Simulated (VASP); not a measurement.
Input:

```xyz
3
Lattice="0.0000 2.9475 2.9475 2.9475 0.0000 2.9475 2.9475 2.9475 0.0000" Properties=species:S:1:pos:R:3 pbc="T T T"
Pb     2.9475     2.9475     0.0000
F      1.4737     1.4737     1.4737
F      4.4212     4.4212     4.4212
```

These are PBEsol GGA, VASP's PBE PAW potentials (set 64) (plane waves; VASP) values and carry that method's errors. Run with 600 eV cut-off, 6×6×6 Γ-centred mesh, Gaussian smearing of 0.050 eV, potentials Pb_d F.

Energy and stress use the plane-wave basis of the starting cell.

**Question.** The ions, cell shape and volume at an external pressure of 2.0 GPa are relaxed. What does this cell relax into?

**Answer.** 
```xyz
3
Lattice="0.0000 2.9223 2.9223 2.9223 0.0000 2.9223 2.9223 2.9223 0.0000" Properties=species:S:1:pos:R:3 pbc="T T T"
Pb     0.0000     0.0000     0.0000
F      1.4612     1.4612     1.4612
F      4.3835     4.3835     4.3835
```
Space group Fm-3m (225), at a tolerance of 0.03 Å.

**Question.** How do energy and volume change from the first to the last step?

**Answer.** The energy (σ→0) changes by +2.5 meV/atom and the volume by -2.5 %, in 3 ionic steps.

The compound is PbF2 in the fluorite structure, the β form. This run relaxes it under an external pressure of 2 GPa. Symmetry was kept, so distortions that lower it aren't found.
